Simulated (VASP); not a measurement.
A VASP calculation is set up with these files.

File POSCAR:
```
CoSi2
1
    0.0000000000     2.6800000000     2.6800000000
    2.6800000000     0.0000000000     2.6800000000
    2.6800000000     2.6800000000     0.0000000000
Co Si
1 2
Direct
  0.0000000000   0.0000000000   0.0000000000
  0.2500000000   0.2500000000   0.2500000000
  0.7500000000   0.7500000000   0.7500000000
```

INCAR:
```
SYSTEM = CoSi2
PREC = Accurate
ENCUT = 400
EDIFF = 1E-6
NELM = 100
ALGO = Normal
LREAL = .FALSE.
LASPH = .TRUE.
ISMEAR = 1
SIGMA = 0.1
GGA = PE
LMAXMIX = 4
LWAVE = .FALSE.
LCHARG = .FALSE.
ISIF = 2
ISPIN = 2
MAGMOM = 1.0 1.0 1.0 1.0
```

KPOINTS:
```
Automatic mesh
0
Gamma
8 8 8
0 0 0
```

POTCAR, in this order: Co Si (PBE.64 set). Program: vasp_std.

Task: One choice in this input is risky. Which, and does it do harm here?

Result: The risk: MAGMOM holds more values than there are atoms. Here it does no harm: the run (PBE GGA, plane waves, VASP's PBE PAW potentials (set 64)) converges to the same energy and pressure as with the safe setting.
OSZICAR:
```
       N       E                     dE             d eps       ncg     rms          rms(c)
DAV:   1     0.566505800402E+02    0.56651E+02   -0.62169E+03  1648   0.980E+02
DAV:   2    -0.170546961890E+02   -0.73705E+02   -0.67065E+02  1732   0.202E+02
DAV:   3    -0.200238775552E+02   -0.29692E+01   -0.28909E+01  2126   0.465E+01
DAV:   4    -0.200813385110E+02   -0.57461E-01   -0.57411E-01  1986   0.635E+00
DAV:   5    -0.200830169390E+02   -0.16784E-02   -0.16783E-02  2140   0.115E+00    0.154E+01
DAV:   6    -0.244998551766E+02   -0.44168E+01   -0.30887E+01  1904   0.118E+02    0.182E+01
DAV:   7    -0.192992266091E+02    0.52006E+01   -0.13489E+01  2088   0.930E+01    0.340E+00
DAV:   8    -0.193284911457E+02   -0.29265E-01   -0.98449E-01  1966   0.719E+00    0.201E+00
DAV:   9    -0.192941787952E+02    0.34312E-01   -0.91579E-02  2020   0.598E+00    0.584E-01
DAV:  10    -0.192938680771E+02    0.31072E-03   -0.40809E-03  2068   0.586E-01    0.311E-01
DAV:  11    -0.192938663556E+02    0.17214E-05   -0.88884E-04  2192   0.451E-01    0.939E-02
DAV:  12    -0.192939003442E+02   -0.33989E-04   -0.24043E-04  2210   0.263E-01    0.324E-02
DAV:  13    -0.192939145279E+02   -0.14184E-04   -0.21676E-05  1864   0.380E-02    0.113E-02
DAV:  14    -0.192939153133E+02   -0.78538E-06   -0.16059E-06  1824   0.174E-02
   1 F= -.19293915E+02 E0= -.19293872E+02  d E =-.129830E-03  mag=    -0.0000
```

The compound is CoSi2 in the fluorite structure. The cell was not relaxed at this level.
